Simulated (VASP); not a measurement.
Energy against volume of CuAu (L1_0). Method: PBE GGA with D3 dispersion (Becke-Johnson damping), VASP's PBE PAW potentials (set 64) (plane waves; VASP). Numerical set-up: 520 eV cut-off, 13×13×10 Γ-centred mesh, first-order Methfessel-Paxton smearing of 0.10 eV, potentials Cu Au.

Shape and ions are relaxed at each volume.

```csv
V (Å³/atom),E (eV/atom)
13.914,-4.12939
14.344,-4.13647
14.774,-4.13047
15.205,-4.11590
```

Task: Fit these four points and predict the energy of the run at 13.483 Å³/atom.

Result: A cubic in V^(−2/3), the third-order Birch-Murnaghan form, passes through the four points with V0 = 14.33 Å³/atom and B0 = 163 GPa, and gives -4.1033 eV/atom there. The run gave -4.1083 eV/atom, -4.9 meV/atom from the fit; all five points give B0 = 147 GPa.

The compound is CuAu in the L1_0 structure. It was relaxed first.
